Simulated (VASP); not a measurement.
# Be24HCO in VASP: a series of runs

One slab, Be24HCO, is run at these levels: LDA; tasks: single point.

All numbers are computed with VASP 6.6.1; they aren't measurements. Logs are shortened: lines on timing, memory, paths and dates and some standing lists are left out, and cuts for length are marked.

## Step 1: The structure

The cell holds a slab with vacuum, 27 atoms: a = 4.580 Å, b = 6.870 Å, c = 17.383 Å, α = 90.00°, β = 90.00°, γ = 60.00°.

The cell was built by a generator and needn't be a form met in nature.

## Step 2: Single point, LDA

File INCAR:

```
SYSTEM = Be24HCO
PREC     = Accurate       ! precision mode
ENCUT    = 520            ! plane-wave cutoff, eV
EDIFF    = 1E-7           ! SCF threshold, eV
ISMEAR   = -1             ! smearing method
SIGMA    = 0.15           ! smearing width, eV
LREAL    = Auto         
LASPH    = .TRUE.         ! aspherical terms in the spheres
NELM     = 80             ! most SCF steps
ALGO     = Normal         ! electronic algorithm
ISIF     = 2              ! what is computed and relaxed
LWAVE    = .FALSE.        ! write WAVECAR
LCHARG   = .TRUE.         ! write CHGCAR
LELF     = .TRUE.         ! ELF
LVHAR    = .TRUE.       
NBANDS   = 48             ! bands
```

File KPOINTS:

```
regular mesh
0
G
  3 2 1
  0 0 0
```

File POSCAR:

```
Be24HCO
1.0
    4.5800000000      0.0000000000      0.0000000000
    3.4350000000      5.9495950000      0.0000000000
    0.0000000000      0.0000000000     17.3826450000
Be C H O
24 1 1 1
Direct
   -0.1666626048      0.2222168064      0.0575286442
    0.3333373952      0.2222168064      0.0575286442
   -0.1666628149      0.5555504198      0.0575286442
    0.3333371851      0.5555504198      0.0575286442
   -0.1666630250      0.8888840333      0.0575286442
    0.3333369750      0.8888840333      0.0575286442
    0.0574608211     -0.0307920119      0.1725226512
    0.5027595721      0.0301196972      0.1780741654
    0.0428291299      0.3693864877      0.1671897459
    0.5119508254      0.3465109810      0.1526177403
    0.0232020899      0.6809707215      0.1593888617
    0.5112772636      0.6992576806      0.1629728962
   -0.1293716301      0.2341840075      0.2640967471
    0.2864383515      0.3166265939      0.2636077536
   -0.1809640870      0.6281267885      0.2565547418
    0.4205223365      0.5569454728      0.2585624915
   -0.2380558142      0.9941180870      0.2880631803
    0.3526928925      0.9024647896      0.2858828446
    0.0766110891     -0.0476503022      0.4093220566
    0.5178164471      0.0093451739      0.3986504931
    0.0022365294      0.3280223276      0.3677748697
    0.5639265432      0.3333672292      0.3700357454
    0.0067080532      0.6493383163      0.3761625460
    0.5624027166      0.6656755628      0.3761050174
    0.1551217976      0.1860967007      0.4559145055
    0.0595965617      0.3411492715      0.4804792366
    0.2307762993     -0.0157657790      0.4930204811
```

Potentials or basis: VASP PAW LDA potentials, release 64 (Be, C, H, O).

Started as:

```sh
cat potpaw_LDA.64/Be/POTCAR potpaw_LDA.64/C/POTCAR potpaw_LDA.64/H/POTCAR potpaw_LDA.64/O/POTCAR > POTCAR
mpirun -np 1 vasp_std > vasp.out
```

OUTCAR:

```text
SYSTEM = Be24HCO
   PREC = Accurate
   ENCUT = 520
   EDIFF = 1E-7
   ISMEAR = -1
   LREAL = Auto
   LASPH = .TRUE.
   NELM = 80
   ISIF = 2

 ion  position               nearest neighbor table
   1  0.833  0.222  0.058-  10 2.09   6 2.29   5 2.29   2 2.29   2 2.29   3 2.29   4 2.29
   2  0.333  0.222  0.058-  10 2.20   9 2.25   5 2.29   6 2.29   1 2.29   1 2.29   4 2.29   3 2.29

   3  0.833  0.556  0.058-   9 2.23  12 2.25   4 2.29   4 2.29   1 2.29   2 2.29   6 2.29   5 2.29
                            11 2.32
   4  0.333  0.556  0.058-  10 2.07  11 2.16   3 2.29   3 2.29   2 2.29   1 2.29   5 2.29   6 2.29
[... 18 lines left out ...]
  14  0.286  0.317  0.264-   9 1.94  16 2.03  15 2.14  21 2.21  17 2.24  13 2.24  10 2.25   8 2.26
                            22 2.28
  15  0.819  0.628  0.257-  12 2.05  11 2.05  18 2.09  16 2.11  14 2.14   9 2.19  23 2.28  24 2.34

  16  0.421  0.557  0.259-  14 2.03  12 2.07  15 2.11  13 2.15  10 2.25  18 2.28  11 2.34  22 2.35
                            24 2.37
  17  0.762  0.994  0.288-  13 1.99   8 2.20  20 2.20  14 2.24  18 2.26   7 2.38
  18  0.353  0.902  0.286-  15 2.09  24 2.11  17 2.26  13 2.28  16 2.28   7 2.30   8 2.31  20 2.35

  19  0.077  0.952  0.409-  27 1.68  25 1.99  24 2.19  20 2.25  23 2.33
  20  0.518  0.009  0.399-  25 1.79  27 2.16  17 2.20  19 2.25  24 2.30  21 2.34  18 2.35
  21  0.002  0.328  0.368-  25 1.76  22 1.99  13 2.10  24 2.19  14 2.21  23 2.22  20 2.34
  22  0.564  0.333  0.370-  21 1.99  13 2.21  14 2.28  24 2.28  16 2.35  23 2.39
  23  0.007  0.649  0.376-  24 1.98  21 2.22  15 2.28  19 2.33  22 2.39
  24  0.562  0.666  0.376-  23 1.98  18 2.11  19 2.19  21 2.19  22 2.28  20 2.30  15 2.34  16 2.37

  25  0.155  0.186  0.456-  26 1.02  27 1.41  21 1.76  20 1.79  19 1.99
  26  0.060  0.341  0.480-  25 1.02
  27  0.231  0.984  0.493-  25 1.41  19 1.68  20 2.16

  LATTYP: Found a simple monoclinic cell.
 ALAT       =     4.5800000000
 B/A-ratio  =     3.7953373362
 C/A-ratio  =     1.3228757576
 COS(beta)  =    -0.1889822219

  Lattice vectors:

 A1 = (   4.5800000000,   0.0000000000,   0.0000000000)
 A2 = (   0.0000000000,   0.0000000000, -17.3826450000)
 A3 = (  -1.1450000000,   5.9495950000,   0.0000000000)

Analysis of symmetry for initial positions (statically):
=====================================================================
 Subroutine PRICEL returns:
 Original cell was already a primitive cell.

 Routine SETGRP: Setting up the symmetry group for a
 simple monoclinic supercell.

 Subroutine GETGRP returns: Found  1 space group operations
 (whereof  1 operations were pure point group operations)
 out of a pool of  4 trial point group operations.

The static configuration has the point symmetry C_1 .

Analysis of symmetry for dynamics (positions and initial velocities):
=====================================================================
 Subroutine PRICEL returns:
 Original cell was already a primitive cell.

 Routine SETGRP: Setting up the symmetry group for a
 simple monoclinic supercell.

 Subroutine GETGRP returns: Found  1 space group operations
 (whereof  1 operations were pure point group operations)
 out of a pool of  4 trial point group operations.

The dynamic configuration has the point symmetry C_1 .

 Subroutine INISYM returns: Found  1 space group operations
 (whereof  1 operations are pure point group operations),
 and found     1 'primitive' translations

----------------------------------------------------------------------------------------

                                     Primitive cell

  volume of cell :     473.6622

  direct lattice vectors                    reciprocal lattice vectors
     4.580000000  0.000000000  0.000000000     0.218340611 -0.126059001  0.000000000
     3.435000000  5.949595000  0.000000000     0.000000000  0.168078668  0.000000000
     0.000000000  0.000000000 17.382645000     0.000000000  0.000000000  0.057528644

  length of vectors
     4.580000000  6.870000412 17.382645000     0.252118016  0.168078668  0.057528644

  position of ions in fractional coordinates (direct lattice)
     0.833337395  0.222216806  0.057528644
     0.333337395  0.222216806  0.057528644
     0.833337185  0.555550420  0.057528644
[... 81 lines left out ...]
|           W WW W  AAAAAA  RRRRR   N  N N  II  N  N N  G  GGG   !            |
|           WW  WW  A    A  R   R   N   NN  II  N   NN  G    G                |
|           W    W  A    A  R    R  N    N  II  N    N   GGGG   !!!           |
|                                                                             |
|     Your reciprocal lattice and k-lattice belong to different lattice       |
|     classes:                                                                |
|                                                                             |
|        The reciprocal lattice is simple monoclinic,                         |
|        whereas your k-lattice is hexagonal.                                 |
|                                                                             |
|     Results are often still useful ...                                      |
|                                                                             |
 -----------------------------------------------------------------------------

 Subroutine IBZKPT returns following result:
 ===========================================

 Found      4 irreducible k-points:

 Following reciprocal coordinates:
            Coordinates               Weight
  0.000000  0.000000  0.000000      1.000000
  0.333333  0.000000  0.000000      2.000000
  0.000000  0.500000  0.000000      1.000000
  0.333333  0.500000  0.000000      2.000000
   k-points           NKPTS =      4   k-points in BZ     NKDIM =      4   number of bands    NBANDS=     48
   number of dos      NEDOS =    301   number of ions     NIONS =     27
   total plane-waves  NPLWV = 272160
   dimension x,y,z NGX =    36 NGY =   54 NGZ =  140
   dimension x,y,z NGXF=    72 NGYF=  108 NGZF=  280
   ions per type =              24   1   1   1
   NGX,Y,Z   is equivalent  to a cutoff of  13.07, 13.07, 13.39 a.u.
   NGXF,Y,Z  is equivalent  to a cutoff of  26.13, 26.13, 26.78 a.u.
 SYSTEM =  Be24HCO
   PREC   = accura    normal or accurate (medium, high low for compatibility)
   ISTART =      0    job   : 0-new  1-cont  2-samecut
   ICHARG =      2    charge: 1-file 2-atom 10-const
   ISPIN  =      1    spin polarized calculation?
   LNONCOLLINEAR =      F non collinear calculations
   LSORBIT =      F    spin-orbit coupling
   LASPH  =      T    aspherical Exc in radial PAW
   ENCUT  =  520.0 eV  38.22 Ry    6.18 a.u.   8.52 12.77 32.32*2*pi/ulx,y,z
   NELM   =     80;   NELMIN=  2; NELMDL= -5     # of ELM steps
   EDIFF  = 0.1E-06   stopping-criterion for ELM
   LREAL  =      T    real-space projection
   EDIFFG = 0.1E-05   stopping-criterion for IOM
   NSW    =      0    number of steps for IOM
   IBRION =     -1    ionic relax: 0-MD 1-quasi-New 2-CG
   NFREE  =      0    steps in history (QN), initial steepest desc. (CG)
   ISIF   =      2    stress and relaxation
   ISYM   =      2    0-nonsym 1-usesym 2-fastsym
   POTIM  = 0.5000    time-step for ionic-motion
   TEBEG  =    0.0;   TEEND  =   0.0 temperature during run
   PSTRESS=    0.0 pullay stress
   NELECT =      59.0000    total number of electrons
   NUPDOWN=      -1.0000    fix difference up-down
   EMIN   =  10.00;   EMAX   =-10.00  energy-range for DOS
   EFERMI =   0.00;   METHOD = LEGACY
   ISMEAR =    -1;   SIGMA  =   0.15  broadening in eV -4-tet -1-fermi 0-gaus
   EFERMI_NEDOS =   21; number of points for ismear=-14 and -15
   IALGO  =     38    algorithm
   IMIX   =      4    mixing-type and parameters
     AMIX     =   0.40;   BMIX     =  1.00
     AMIX_MAG =   1.60;   BMIX_MAG =  1.00
  volume/ion in A,a.u.               =      17.54       118.39
  Fermi-wavevector in a.u.,A,eV,Ry     =   0.817591  1.545022  9.094875  0.668454
  Thomas-Fermi vector in A             =   1.928066
   LORBIT       =      0    0 simple, 1 ext, 2 COOP (PROOUT), +10 PAW based schemes
   GGA     = CA    functional components
   LHFCALC =     F    Hartree Fock is set to
   AEXX    =    0.0000 exact exchange contribution
   IVDW    =     0    specifies the selected vdW correction
   LEPSILON=     F    determine dielectric tensor
   LRPA    =     F    only Hartree local field effects (RPA)
 non-spin polarized calculation
  energy-cutoff  :      520.00
  volume of cell :      473.66
 maximum number of plane-waves:     12830
 NGX is ok and might be reduce to    36
   NGX = 17   NGY = 25   NGZ = 65

 number of electron      58.9999997 magnetization

 Free energy of the ion-electron system (eV)
  ---------------------------------------------------
  ext. energy  EPLUGINS =         0.00000000
  ---------------------------------------------------
  free energy    TOTEN  =      -110.31619316 eV

  energy without entropy =     -109.82924200  energy(sigma->0) =     -110.07271758

 E-fermi :  -0.0928     XC(G=0):  -5.9899

 val. band max:       -0.0968027431   @ k =   0.3333   0.0000   0.0000
 cond. band min:      -0.0448978149   @ k =   0.3333   0.5000   0.0000
 fundamental gap:      0.0519049283
 Fermi energy:        -0.0927791364

 k-point     1 :       0.0000    0.0000    0.0000
  band No.  band energies     occupation
      1     -21.0858      2.00000
      2     -11.9657      2.00000
      3     -10.0047      2.00000
      4      -8.7430      2.00000
      5      -7.7911      2.00000
      6      -7.1632      2.00000
[... 165 lines left out ...]
     40       3.6451      0.00000
     41       3.9173      0.00000
 [bands above 41 left out]

------------------------ aborting loop because EDIFF is reached ----------------------------------------

  FORCE on cell =-STRESS in cart. coord.  units (eV):
  Direction    XX          YY          ZZ          XY          YZ          ZX
  --------------------------------------------------------------------------------------
  -------------------------------------------------------------------------------------
  Total      -12.5235629    -19.2032321     -2.7863248     -0.9809546     -0.0744085     -2.5909558
  in kB      -42.3613451    -64.9555359     -9.4248311     -3.3181098     -0.2516891     -8.7639895
  external PRESSURE =     -38.9139040 kB  Pullay stress =       0.0000000 kB

 VOLUME and BASIS-vectors are now :
 -----------------------------------------------------------------------------
  energy-cutoff  :      520.00
  volume of cell :      473.66
      direct lattice vectors                 reciprocal lattice vectors
     4.580000000  0.000000000  0.000000000     0.218340611 -0.126059001  0.000000000
     3.435000000  5.949595000  0.000000000     0.000000000  0.168078668  0.000000000
     0.000000000  0.000000000 17.382645000     0.000000000  0.000000000  0.057528644

 POSITION                                       TOTAL-FORCE (eV/Angst)
 -----------------------------------------------------------------------------------
      4.58000      1.32210      1.00000         0.588814     -0.164097     -0.314767
      2.29000      1.32210      1.00000         0.050063      0.086648     -0.052349
      5.72500      3.30530      1.00000         0.149615      0.039018      0.106474
      3.43500      3.30530      1.00000         0.331922      0.288784     -0.349739
      6.87000      5.28850      1.00000         0.083813      0.464439      0.205208
      4.58000      5.28850      1.00000         0.160323      0.312861      0.229710
[... 19 lines left out ...]
      1.44480      2.02970      8.35200         0.191044      2.385939      2.503883
      4.43780      5.85580      8.57000         0.066497      1.955993     -1.558580
 -----------------------------------------------------------------------------------
    total drift:                                0.008503     -0.002817     -0.004251

  FREE ENERGIE OF THE ION-ELECTRON SYSTEM (eV)
  ---------------------------------------------------
  free  energy   TOTEN  =      -110.3161931617 eV

  energy  without entropy=     -109.8292420030  energy(sigma->0) =     -110.07271758
```

Run time: 3.1 min. Hardware: 1 thread of Intel Xeon Platinum 8375C at 2.90GHz (Ice Lake), shared host; peak memory 0.48 GiB.

What came out:

- Free energy: -110.3162 eV
- Largest force: 4.531 eV/Å
- Band gap on the k mesh: none (metal or under the smearing width)

Forces on the atoms (eV/Å):
```
Be   0.589 -0.164 -0.315
Be   0.050  0.087 -0.052
Be   0.150  0.039  0.106
Be   0.332  0.289 -0.350
Be   0.084  0.464  0.205
Be   0.160  0.313  0.230
Be  -0.590  1.419  0.359
Be  -0.237 -0.524 -0.374
Be  -1.854  0.204 -0.599
Be   0.439 -0.297  1.524
Be  -0.016 -0.284 -0.056
Be   0.377 -0.750 -0.570
Be   0.288  0.274 -1.183
Be   0.567 -1.220  0.702
Be   0.153 -0.580  1.009
Be  -0.501  0.993  0.689
Be   0.474 -1.089  0.182
Be  -0.496  0.506 -0.386
Be   0.079  0.620  0.588
Be  -0.078 -0.220 -0.039
Be   1.335  0.014  0.130
Be  -1.284 -0.156 -0.264
Be   1.770  0.465 -0.668
Be  -1.234 -0.473 -0.544
C   -0.814 -4.272 -1.271
H    0.191  2.386  2.504
O    0.066  1.956 -1.559
```

Levels at points of the mesh, in eV from the Fermi level:
| k point | band 27 | band 28 | band 29 | band 30 | band 31 | band 32 |
| --- | --- | --- | --- | --- | --- | --- |
| (0.00, 0.00, 0.00) | -1.14 | -0.53 | -0.50 | -0.18 | 0.29 | 1.08 |
| (0.00, 0.50, 0.00) | -1.35 | -1.26 | -1.01 | -0.43 | -0.25 | 0.47 |

Caveat: the k mesh is coarse (spacing up to 0.53 Å⁻¹), so the values aren't converged; an odd number of electrons without spin polarisation forces a metal; a magnetic or distorted state may lie lower.

## Step 3: Single point, LDA

File INCAR:

```
SYSTEM = Be24HCO
PREC     = Accurate       ! precision mode
ENCUT    = 520            ! plane-wave cutoff, eV
EDIFF    = 1E-7           ! SCF threshold, eV
ISMEAR   = -1             ! smearing method
SIGMA    = 0.15           ! smearing width, eV
LREAL    = Auto         
LASPH    = .True.         ! aspherical terms in the spheres
NELM     = 80             ! most SCF steps
ALGO     = Normal         ! electronic algorithm
ISIF     = 2              ! what is computed and relaxed
LWAVE    = .False.        ! write WAVECAR
LCHARG   = .False.        ! write CHGCAR
GGA      = CA             ! functional
NBANDS   = 48             ! bands
```

File KPOINTS:

```
regular mesh
0
Gamma
  3 2 1
  0 0 0
```

File POSCAR:

```
Be24HCO
1.0
    4.5800000000      0.0000000000      0.0000000000
    3.4350000000      5.9495950000      0.0000000000
    0.0000000000      0.0000000000     17.3826450000
Be C H O
24 1 1 1
Direct
   -0.1666626048      0.2222168064      0.0575286442
    0.3333373952      0.2222168064      0.0575286442
   -0.1666628149      0.5555504198      0.0575286442
    0.3333371851      0.5555504198      0.0575286442
   -0.1666630250      0.8888840333      0.0575286442
    0.3333369750      0.8888840333      0.0575286442
    0.0248228889     -0.0122529349      0.1919960973
    0.4922261692      0.0001176551      0.1792132325
   -0.0002542575      0.3764962153      0.1655731910
    0.5132406983      0.3556208448      0.1729598689
    0.0191791274      0.6833070150      0.1558278386
    0.5565702284      0.6510359108      0.1582095245
   -0.1893984194      0.3021382128      0.2571070168
    0.3600679693      0.2604042796      0.2698438586
   -0.1441812863      0.6039738839      0.2725189406
    0.2965221340      0.6378249276      0.2728123367
   -0.1614005104      0.9666708406      0.2933040397
    0.3517804966      0.9274076639      0.2981479516
    0.0473736829     -0.0583905291      0.4068080548
    0.5545689097      0.0065718759      0.4021482346
    0.0253031376      0.3466118282      0.3689369483
    0.4697621357      0.3378717375      0.3778193710
    0.0429670041      0.6945010543      0.3794014087
    0.5228661189      0.6220591486      0.3861495187
    0.1745682960      0.2256119954      0.4603096940
    0.1941808127      0.3185594986      0.5042443195
    0.2260578916      0.0125050529      0.4726380824
```

Potentials or basis: VASP PAW LDA potentials, release 64 (Be, C, H, O).

Started as:

```sh
cat potpaw_LDA.64/Be/POTCAR potpaw_LDA.64/C/POTCAR potpaw_LDA.64/H/POTCAR potpaw_LDA.64/O/POTCAR > POTCAR
mpirun -np 1 vasp_std > vasp.out
```

Wall time 2.9 min (1 thread of Intel Xeon Platinum 8375C at 2.90GHz (Ice Lake), shared host); peak memory 0.48 GiB.

It converged, with:

```
Free energy            : -110.5817 eV
Largest force          : 3.889 eV/Å
Band gap on the k mesh : none (metal or under the smearing width)
```

Forces in eV/Å, atoms in the order of the input:
```
Be   0.194 -0.048  0.042
Be   0.169  0.054  0.067
Be   0.504 -0.089 -0.201
Be   0.236 -0.258  0.073
Be  -0.055  0.665  0.125
Be  -0.013  0.252  0.511
Be   0.360  0.033 -1.264
Be   0.818  0.123 -0.086
Be   0.840 -1.217 -0.092
Be  -0.838  0.274 -1.407
Be  -0.216 -0.195  0.742
Be  -0.956  1.094  0.888
Be   0.298 -0.744  2.331
Be  -1.134 -0.194 -0.476
Be  -0.530 -0.090  0.415
Be   0.459 -0.455 -0.804
Be  -1.080 -0.280  0.245
Be  -0.083  0.171 -0.785
Be   2.543  2.148  1.863
Be  -1.346  0.012  0.427
Be  -1.031 -0.177  0.381
Be   1.188 -0.054  0.257
Be  -2.557 -2.049 -0.977
Be   1.463  0.479 -0.614
C   -0.579 -1.178 -3.661
H    0.921  0.965  2.605
O    0.429  0.758 -0.602
```

Levels at points of the mesh, in eV from the Fermi level:
| k point | band 28 | band 29 | band 30 | band 31 | band 32 | band 33 |
| --- | --- | --- | --- | --- | --- | --- |
| (0.00, 0.00, 0.00) | -0.66 | -0.45 | -0.27 | 0.61 | 1.04 | 1.46 |
| (0.00, 0.50, 0.00) | -1.01 | -0.97 | -0.47 | -0.21 | 0.43 | 1.10 |

Caveat: the k mesh is coarse (spacing up to 0.53 Å⁻¹), so the values aren't converged; an odd number of electrons without spin polarisation forces a metal; a magnetic or distorted state may lie lower.
